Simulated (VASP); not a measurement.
Input:

```yaml
crystal:
  lattice:
    - [4.25335, 0.00000, 0.00000]
    - [0.00000, 4.25335, 0.00000]
    - [0.00000, 0.00000, 4.23337]
  atoms:
    - { symbol: Ti, position: [0.00000, 0.00000, 0.00000] }
    - { symbol: Ti, position: [0.50000, 0.50000, 0.00000] }
    - { symbol: Ti, position: [0.50000, 0.00000, 0.50000] }
    - { symbol: Ti, position: [0.00000, 0.50000, 0.50000] }
    - { symbol: N, position: [0.50000, 0.50000, 0.50000] }
    - { symbol: N, position: [0.00000, 0.00000, 0.50000] }
    - { symbol: C, position: [0.00000, 0.50000, 0.00000] }
    - { symbol: C, position: [0.50000, 0.00000, 0.00000] }
```

The numbers are results of PBEsol GGA, VASP's PBE PAW potentials (set 64) (plane waves; VASP), not measurements. Settings: 520 eV cut-off, 8×8×8 Γ-centred mesh, tetrahedra with Blöchl corrections, potentials Ti_sv N C.

The cores are frozen, which limits the accuracy of field gradients.

Give the principal components of the electric field gradient (V/Å²) and the asymmetry η at each nucleus.

```csv
atom,Vxx,Vyy,Vzz,η
Ti1,-16.0,-16.0,32.1,0.00
Ti2,-16.0,-16.0,32.1,0.00
Ti3,19.1,19.1,-38.2,0.00
Ti4,19.1,19.1,-38.2,0.00
N5,1.2,1.2,-2.4,0.00
N6,1.2,1.2,-2.4,0.00
C7,-0.1,-0.1,0.3,-
C8,-0.1,-0.1,0.3,-
```

The structure was generated: Ti4C2N2 was put into an ordered model structure (P4/mmm), which need not be its known phase. It was relaxed first.
